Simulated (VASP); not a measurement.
Computed with PBE GGA, VASP's PBE PAW potentials (set 64) (plane waves; VASP 6.6.1).

VASP ran on this input.

**KPOINTS**
```
Automatic mesh
0
Gamma
8 8 7
0 0 0
```

### INCAR
```
! general
SYSTEM  = Ga
PREC    = Accurate
ENCUT   = 300
LREAL   = .False.
LASPH   = .True.

! electronic loop
EDIFF   = 1E-6
NELM    = 100
ALGO    = Normal
LMAXMIX = 4

! smearing
ISMEAR  = -1
SIGMA   = 0.1

! functional
GGA     = PE

! ions
ISIF    = 2

! output
LWAVE   = .False.
LCHARG  = .False.
```

### POSCAR
```
Ga
1
    2.3226780000    -3.9818280000     0.0000000000
    2.3226780000     3.9818280000     0.0000000000
    0.0000000000     0.0000000000     4.7747470000
Ga
4
Direct
  0.6557000000   0.3443000000   0.4154000000
  0.3443000000   0.6557000000   0.5846000000
  0.8443000000   0.1557000000   0.9154000000
  0.1557000000   0.8443000000   0.0846000000
```

POTCAR, in this order: Ga_d (PBE.64 set). Program: vasp_std.

What VASP printed:

**OUTCAR**
```
 ion  position               nearest neighbor table
   1  0.656  0.344  0.415-   2 2.61   4 2.81   4 2.81   3 2.82   3 2.82   2 2.88   2 2.88
   2  0.344  0.656  0.585-   1 2.61   3 2.81   3 2.81   4 2.82   4 2.82   1 2.88   1 2.88
   3  0.844  0.156  0.915-   4 2.61   2 2.81   2 2.81   1 2.82   1 2.82   4 2.88   4 2.88
   4  0.156  0.844  0.085-   3 2.61   1 2.81   1 2.81   2 2.82   2 2.82   3 2.88   3 2.88
  LATTYP: Found a base centered orthorhombic cell.
 ALAT       =     4.6453560000
 B/A-ratio  =     1.7143263078
 C/A-ratio  =     1.0278538394
 Subroutine PRICEL returns:
 Original cell was already a primitive cell.
 Subroutine GETGRP returns: Found  8 space group operations
The static configuration has the point symmetry C_2h.
 The point group associated with its full space group is D_2h.
The dynamic configuration has the point symmetry C_2h.
 Subroutine INISYM returns: Found  8 space group operations
 Subroutine IBZKPT returns following result:
 Found     84 irreducible k-points:

 Following reciprocal coordinates:
            Coordinates               Weight
  0.000000  0.000000  0.000000      1.000000
  0.125000  0.000000  0.000000      4.000000
  0.250000  0.000000  0.000000      4.000000
  0.375000  0.000000  0.000000      4.000000
  0.500000  0.000000  0.000000      2.000000
  0.125000  0.125000  0.000000      2.000000
  0.250000  0.125000  0.000000      4.000000
  0.375000  0.125000  0.000000      4.000000
  0.500000  0.125000  0.000000      4.000000
 -0.375000  0.125000  0.000000      4.000000
 -0.250000  0.125000  0.000000      4.000000
 -0.125000  0.125000  0.000000      2.000000
  0.250000  0.250000  0.000000      2.000000
  0.375000  0.250000  0.000000      4.000000
  0.500000  0.250000  0.000000      4.000000
 -0.375000  0.250000  0.000000      4.000000
 -0.250000  0.250000  0.000000      2.000000
  0.375000  0.375000  0.000000      2.000000
  0.500000  0.375000  0.000000      4.000000
...
```

### OSZICAR
```
       N       E                     dE             d eps       ncg     rms          rms(c)
DAV:   1     0.294648499145E+03    0.29465E+03   -0.19700E+04  5251   0.224E+03
DAV:   2     0.209060712610E+02   -0.27374E+03   -0.26948E+03  5481   0.449E+02
DAV:   3    -0.108343751509E+02   -0.31740E+02   -0.31494E+02  5985   0.128E+02
DAV:   4    -0.116131562285E+02   -0.77878E+00   -0.77768E+00  5746   0.241E+01
DAV:   5    -0.116298542804E+02   -0.16698E-01   -0.16695E-01  6307   0.334E+00    0.213E+00
DAV:   6    -0.115723896827E+02    0.57465E-01   -0.16158E-01  6195   0.526E+00    0.121E+00
DAV:   7    -0.115634255727E+02    0.89641E-02   -0.51537E-02  6812   0.239E+00    0.276E-01
DAV:   8    -0.115629159086E+02    0.50966E-03   -0.11796E-02  5782   0.125E+00    0.450E-02
DAV:   9    -0.115630660934E+02   -0.15018E-03   -0.83335E-04  5862   0.301E-01    0.231E-02
DAV:  10    -0.115630822986E+02   -0.16205E-04   -0.19830E-04  6091   0.151E-01    0.532E-03
DAV:  11    -0.115630820584E+02    0.24025E-06   -0.29875E-05  6032   0.645E-02    0.312E-03
DAV:  12    -0.115630820393E+02    0.19030E-07   -0.46709E-06  5642   0.214E-02
   1 F= -.11563082E+02 E0= -.11544426E+02  d E =-.373130E-01
```

File OUTCAR:
```
------------------------ aborting loop because EDIFF is reached ----------------------------------------
  FORCE on cell =-STRESS in cart. coord.  units (eV):
  Direction    XX          YY          ZZ          XY          YZ          ZX
  --------------------------------------------------------------------------------------
  Total       -1.5769244     -1.8505648     -1.9595971      0.0000000      0.0000000      0.0000000
  in kB      -28.6068215    -33.5709028    -35.5488461      0.0000000      0.0000000      0.0000000
  external PRESSURE =     -32.5755235 kB  Pullay stress =       0.0000000 kB
  volume of cell :       88.32
      direct lattice vectors                 reciprocal lattice vectors
     2.322678000 -3.981828000  0.000000000     0.215268754 -0.125570467  0.000000000
     2.322678000  3.981828000  0.000000000     0.215268754  0.125570467  0.000000000
     0.000000000  0.000000000  4.774747000     0.000000000  0.000000000  0.209435181
 POSITION                                       TOTAL-FORCE (eV/Angst)
 -----------------------------------------------------------------------------------
      2.32268     -1.23994      1.98343         0.000000     -0.036552      0.023923
      2.32268      1.23994      2.79132         0.000000      0.036552     -0.023923
      2.32268     -2.74189      4.37080         0.000000      0.036552      0.023923
      2.32268      2.74189      0.40394         0.000000     -0.036552     -0.023923
 -----------------------------------------------------------------------------------
    total drift:                                0.000000      0.000000      0.000000
  FREE ENERGIE OF THE ION-ELECTRON SYSTEM (eV)
  ---------------------------------------------------
  free  energy   TOTEN  =       -11.5630820393 eV

  energy  without entropy=      -11.5257690760  energy(sigma->0) =      -11.54442556
```
(Selected blocks of OUTCAR.)

At this cut-off the stress carries a Pulay error, which pulls relaxed volumes low.

The structure comes from a computed database's Ga entry; how it stands against other phases isn't given here. The cell was not relaxed at this level, and its volume differs by +9.3 % from the start's.
